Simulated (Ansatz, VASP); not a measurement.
# Al (Al(100)) in two plane-wave programs, part 2 of 2

Aim: how closely do two programs agree when they are given the same cell, functional and k mesh? Of the first pair: The cell is taken from a series of runs on this material, whose earlier steps may have relaxed, scaled, displaced or heated it; both programs get it as it stands.

VASP 6.6.1 and Ansatz 0.2.0.

So far: Starting point; Ansatz: single point, PBE, pair 1; VASP: single point, PBE, pair 1; Comparison.

## Step 5: Ansatz: relaxation, PBE

Level of this step: Ansatz beside VASP: Kohn-Sham DFT, plane waves, PBE (Ansatz).

The two programs are compared at the cell with which this relaxation starts, whose forces are those of its first step.

The structure compared here is the start of the Ansatz relaxation; VASP solves that cell, so the two are compared at the walk's first step.

Contents of input.yaml:

```yaml
crystal:
  lattice:
    - [2.8637824638, 0.0, 0.0]
    - [0.0, 2.8637824638, 0.0]
    - [0.0, 0.0, 30.2]
  atoms:
    - { symbol: Al, position: [0.0, 0.0, 0.2317880795] }
    - { symbol: Al, position: [0.5, 0.5, 0.2988410596] }
    - { symbol: Al, position: [0.0, 0.0, 0.3658940397] }
    - { symbol: Al, position: [0.5, 0.5, 0.4329470199] }
    - { symbol: Al, position: [0.0, 0.0, 0.5] }
    - { symbol: Al, position: [0.5, 0.5, 0.5670529801] }
    - { symbol: Al, position: [0.0, 0.0, 0.6341059603] }
    - { symbol: Al, position: [0.5, 0.5, 0.7011589404] }
    - { symbol: Al, position: [0.0, 0.0, 0.7682119205] }
kpoints:
  mp_grid: { grid: [11, 11, 1] }
hamiltonian:
  xc: pbe
scf:
  occupations: { method: fermi_dirac, width: 0.1 }
efield:
  axis: 3
  dipole_correction: true
  ramp_width: 0.05
relax:
  f_tol: 0.02
  max_steps: 60
  constraints: [{ sites: [0, 1, 2, 3] }]
output:
  write_potential: true
  write_density: true
  volumetric_format: npy
```

Launch:

```sh
ansatz run input.yaml --threads 4 --pin off --max-ram 8192MiB --backend cpu --events-out ev --progress --plain --runs-dir out
```

Numbers of over 12 decimals in the logs are rounded to 6 here.

Log:

```text
[...]
Crystal: 9 atoms, lattice volume = 247.678 Å³
Basis set: ecut = 420 eV, 4833 PW (Γ), exchange–correlation on 40×40×432 points (8 copies of the dense FFT grid, shifted against one another)
Bands: 23, of which v1, the nominal top of the filled ones, is band 14 counted from 1 (13 counted from 0)
Symmetry: 8 space group operations
k-points: 21 of 121
[...]
- { symbol: Al, position: [0.5, 0.5, 0.2988410596] }
    - { symbol: Al, position: [0.0, 0.0, 0.365894] }
    - { symbol: Al, position: [0.5, 0.5, 0.4329470199] }
    - { symbol: Al, position: [0, 0.0, 0.499151] }
    - { symbol: Al, position: [0.5, 0.5, 0.565337] }
    - { symbol: Al, position: [0, 0.0, 0.632543] }
    - { symbol: Al, position: [0.5, 0.5, 0.699094] }
    - { symbol: Al, position: [0, 0.0, 0.766300] }
[key lines of the parts left out:]
SCF converged after 4 iterations
Free energy (F): -4836.633210 eV
Fermi energy:    3.129614 eV
Dipole field:    D = 0.000073 V/Å  (p = 0.000100 e·Å, saw-weighted, corrected)
Work function:   Φ+ = 4.2120 eV   Φ− = 4.2142 eV
```

## Step 6: VASP: single point, PBE, start cell, pair 2

The same cell, functional, mesh and smearing now go to VASP, with its own data sets.

Contents of INCAR:

```
SYSTEM = Al
PREC = Accurate
ENCUT = 400
EDIFF = 1E-06
NELM = 120
ISMEAR = -1
SIGMA = 0.1
LREAL = .FALSE.
ALGO = Normal
GGA = PE
NBANDS = 22
LORBIT = 11
LWAVE = .FALSE.
LCHARG = .FALSE.
ISIF = 2
LDIPOL = .TRUE.
IDIPOL = 3
DIPOL = 0.5 0.5 0.5
LVHAR = .TRUE.
LASPH = .TRUE.
GGA_COMPAT = .FALSE.
NELMDL = -8
KPAR = 2
```

Contents of POSCAR:

```
Al
1.0
    2.8637824638      0.0000000000      0.0000000000
    0.0000000000      2.8637824638      0.0000000000
    0.0000000000      0.0000000000     30.2000000000
Al
9
Direct
    0.0000000000      0.0000000000      0.2317880795
    0.5000000000      0.5000000000      0.2988410596
    0.0000000000      0.0000000000      0.3658940397
    0.5000000000      0.5000000000      0.4329470199
    0.0000000000      0.0000000000      0.5000000000
    0.5000000000      0.5000000000      0.5670529801
    0.0000000000      0.0000000000      0.6341059603
    0.5000000000      0.5000000000      0.7011589404
    0.0000000000      0.0000000000      0.7682119205
```

Contents of KPOINTS:

```
Automatic mesh
0
Gamma
11 11 1
0 0 0
```

PAW data sets: Al (PBE family, release 64).

Launch:

```sh
mpirun -np 2 vasp_std
```

Log:

```text
[... set-up lines as in an earlier step ...]
 entering main loop
       N       E                     dE             d eps       ncg     rms          rms(c)
DAV:   1     0.446921295091E+02    0.44692E+02   -0.75962E+03   932   0.736E+02
DAV:   2    -0.297232994598E+02   -0.74415E+02   -0.69937E+02  1224   0.125E+02
DAV:   3    -0.335652773269E+02   -0.38420E+01   -0.36648E+01  1294   0.266E+01
DAV:   4    -0.337147249742E+02   -0.14945E+00   -0.14780E+00  1436   0.597E+00
[...]
DAV:  24    -0.328200985341E+02   -0.52639E-05   -0.63750E-07   828   0.335E-03    0.106E-03
DAV:  25    -0.328200997711E+02   -0.12371E-05   -0.85164E-08   734   0.121E-03    0.475E-04
DAV:  26    -0.328200998740E+02   -0.10287E-06   -0.15297E-08   654   0.648E-04
   1 F= -.32820100E+02 E0= -.32755719E+02  d E =-.128762E+00
```

OUTCAR, selected parts (step 6):

```text
  Total       -1.6262383     -1.6262383     -0.4469853      0.0000000      0.0000000      0.0000000
  in kB      -10.5198071    -10.5198071     -2.8914573      0.0000000      0.0000000      0.0000000
  external PRESSURE =      -7.9770238 kB  Pullay stress =       0.0000000 kB

 POSITION                                       TOTAL-FORCE (eV/Angst)
 -----------------------------------------------------------------------------------
      0.00000      0.00000      7.00000        -0.000000      0.000000     -0.008927
      1.43189      1.43189      9.02500        -0.000000      0.000000      0.046355
      0.00000      0.00000     11.05000        -0.000000     -0.000000     -0.044000
      1.43189      1.43189     13.07500         0.000000      0.000000      0.088488
      0.00000      0.00000     15.10000        -0.000000     -0.000000      0.000000
      1.43189      1.43189     17.12500         0.000000      0.000000     -0.088488
      0.00000      0.00000     19.15000         0.000000     -0.000000      0.044000
      1.43189      1.43189     21.17500        -0.000000     -0.000000     -0.046355
      0.00000      0.00000     23.20000         0.000000     -0.000000      0.008927
 -----------------------------------------------------------------------------------
    total drift:                                0.000000     -0.000000     -0.000000

  FREE ENERGIE OF THE ION-ELECTRON SYSTEM (eV)
  ---------------------------------------------------
  free  energy   TOTEN  =       -32.8200998740 eV

  energy  without entropy=      -32.6913381222  energy(sigma->0) =      -32.75571900

[... 2 parts as in an earlier step ...]

[... 1 further part left out ...]
[key lines of the parts left out:]
E-fermi :   3.1634
```

## Step 7: Differences

Forces (eV/Å; atoms numbered as in POSCAR):

| atom | Ansatz x, y, z | VASP x, y, z |
| --- | --- | --- |
| Al1 | 0.000, 0.000, -0.010 | 0.000, 0.000, -0.009 |
| Al2 | 0.000, 0.000, 0.046 | 0.000, 0.000, 0.046 |
| Al3 | 0.000, 0.000, -0.044 | 0.000, 0.000, -0.044 |
| Al4 | 0.000, 0.000, 0.088 | 0.000, 0.000, 0.088 |
| Al5 | 0.000, 0.000, 0.000 | 0.000, 0.000, 0.000 |
| Al6 | 0.000, 0.000, -0.088 | 0.000, 0.000, -0.088 |
| Al7 | 0.000, 0.000, 0.044 | 0.000, 0.000, 0.044 |
| Al8 | 0.000, 0.000, -0.046 | 0.000, 0.000, -0.046 |
| Al9 | 0.000, 0.000, 0.010 | 0.000, 0.000, 0.009 |

The forces differ by 0.3 meV/Å r.m.s., which is 1.1 % of the r.m.s. force of 0.030 eV/Å (both taken over all components). With vacuum in the cell, a pressure given here is an average over mostly empty space and none of the material.

## Step 8: Results

* difference in work function, higher of the two faces (single point, PBE, pair 1): -0.0036 eV
* r.m.s. force difference (single point, PBE, start cell, pair 2): 0.32 meV/Å

What this shows: The r.m.s. force difference is 0.32 meV/Å (single point, PBE, start cell, pair 2), within the 12 meV/Å picked in this series as the mark of a large difference. 1 further run of this series is not shown here. Such differences can come from data sets, numerical settings and the points named under the comparisons, not from the functional's error against experiment.

[Lines on the potential files, build, host, timing and source positions are cut from VASP's logs without a mark.]

[Logs are printed without paths, hosts, clocks, repeated set-up lines and the standing remarks that a program may print on its own settings, such as how far it seeks lower states.]

[Hosts, paths, dates, database ids (printed as entryN), source tags and the programs' standing remarks are cut or masked in the printed files.]
